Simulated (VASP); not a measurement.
Calculation: PBE GGA, VASP's PBE PAW potentials (set 64) (plane waves; VASP).

A VASP calculation is set up with these files.

### KPOINTS
```
Automatic mesh
0
Gamma
7 7 1
0 0 0
```

**POSCAR**
```
Ta2N
1.0
  2.8916510000   0.0000000000   0.0000000000
 -1.4458250000   2.5042430000   0.0000000000
  0.0000000000   0.0000000000  16.3510660000
N Ta
1 2
Cart
  0.0065972984  -0.0166106438   8.1399367293
  0.0290874593   1.7122511088   9.3372762393
  1.4101426881   0.8086000308   7.0493860314
```

INCAR:
```
SYSTEM = Ta2N
PREC = Accurate
ENCUT = 400
EDIFF = 1E-6
NELM = 100
ALGO = Normal
LREAL = .FALSE.
LASPH = .TRUE.
ISMEAR = 1
SIGMA = 0.272
GGA = PE
LMAXMIX = 6
LWAVE = .FALSE.
LCHARG = .FALSE.
ISIF = 2
```

POTCAR, in this order: N Ta_pv (PBE.64 set). Program: vasp_std.

What VASP printed:

OSZICAR:
```
       N       E                     dE             d eps       ncg     rms          rms(c)
DAV:   1     0.197153634690E+03    0.19715E+03   -0.13942E+04  1042   0.111E+03
DAV:   2    -0.237590657912E+02   -0.22091E+03   -0.21895E+03  1146   0.330E+02
DAV:   3    -0.340687677753E+02   -0.10310E+02   -0.10125E+02  1090   0.714E+01
DAV:   4    -0.343460841915E+02   -0.27732E+00   -0.26989E+00  1227   0.104E+01
DAV:   5    -0.343524610111E+02   -0.63768E-02   -0.63468E-02  1074   0.130E+00    0.375E+01
DAV:   6    -0.305162272397E+02    0.38362E+01   -0.33808E+01  1026   0.388E+01    0.176E+01
DAV:   7    -0.306153356542E+02   -0.99108E-01   -0.85291E+00  1184   0.214E+01    0.800E+00
DAV:   8    -0.314234572684E+02   -0.80812E+00   -0.28357E+01  1134   0.256E+01    0.496E+00
DAV:   9    -0.301185023133E+02    0.13050E+01   -0.93807E+00  1260   0.132E+01    0.656E-01
DAV:  10    -0.301215270247E+02   -0.30247E-02   -0.13645E-01  1116   0.271E+00    0.387E-01
DAV:  11    -0.301210972230E+02    0.42980E-03   -0.44680E-03  1244   0.565E-01    0.242E-01
DAV:  12    -0.301200608767E+02    0.10363E-02   -0.19913E-03  1124   0.308E-01    0.656E-02
DAV:  13    -0.301198920967E+02    0.16878E-03   -0.32535E-04  1275   0.182E-01    0.471E-02
DAV:  14    -0.301196740581E+02    0.21804E-03   -0.36523E-04  1107   0.103E-01    0.273E-02
DAV:  15    -0.301196306891E+02    0.43369E-04   -0.95240E-05  1116   0.492E-02    0.176E-02
DAV:  16    -0.301197060107E+02   -0.75322E-04   -0.31850E-05   940   0.274E-02    0.734E-03
DAV:  17    -0.301198102011E+02   -0.10419E-03   -0.10854E-05   900   0.170E-02    0.352E-03
DAV:  18    -0.301198942366E+02   -0.84035E-04   -0.38571E-06   882   0.114E-02    0.288E-03
DAV:  19    -0.301199236985E+02   -0.29462E-04   -0.16749E-06   739   0.783E-03    0.110E-03
DAV:  20    -0.301199345902E+02   -0.10892E-04   -0.48932E-07   623   0.416E-03    0.589E-04
DAV:  21    -0.301199361513E+02   -0.15611E-05   -0.81342E-08   506   0.132E-03    0.254E-04
DAV:  22    -0.301199365201E+02   -0.36883E-06   -0.24047E-08   481   0.859E-04
   1 F= -.30119937E+02 E0= -.30117439E+02  d E =-.749349E-02
```

OUTCAR:
```
------------------------ aborting loop because EDIFF is reached ----------------------------------------
  FORCE on cell =-STRESS in cart. coord.  units (eV):
  Direction    XX          YY          ZZ          XY          YZ          ZX
  --------------------------------------------------------------------------------------
  Total       16.3406401     15.2000119      8.5297472      0.6168443     -1.1151151     -1.2302104
  in kB      221.1114494    205.6771725    115.4192704      8.3467560    -15.0890491    -16.6464471
  external PRESSURE =     180.7359641 kB  Pullay stress =       0.0000000 kB
  volume of cell :      118.40
      direct lattice vectors                 reciprocal lattice vectors
     2.891651000  0.000000000  0.000000000     0.345823199  0.199661066  0.000000000
    -1.445825000  2.504243000  0.000000000     0.000000000  0.399322270  0.000000000
     0.000000000  0.000000000 16.351066000     0.000000000  0.000000000  0.061158092
 POSITION                                       TOTAL-FORCE (eV/Angst)
 -----------------------------------------------------------------------------------
      1.45242      2.48763      8.13994        -0.328253      0.441337      1.492617
      0.02909      1.71225      9.33728        -0.381855     -0.698772      3.254355
      1.41014      0.80860      7.04939         0.710108      0.257435     -4.746972
 -----------------------------------------------------------------------------------
    total drift:                               -0.000345      0.000833      0.000017
  FREE ENERGIE OF THE ION-ELECTRON SYSTEM (eV)
  ---------------------------------------------------
  free  energy   TOTEN  =       -30.1199365201 eV

  energy  without entropy=      -30.1124430314  energy(sigma->0) =      -30.11743869
```
(Selected blocks of OUTCAR.)

At this cut-off the stress carries a Pulay error, which pulls relaxed volumes low. The cell holds a wide vacuum, so values per volume refer to the whole cell.

The cell is a sheet with vacuum, built from a generated structure.
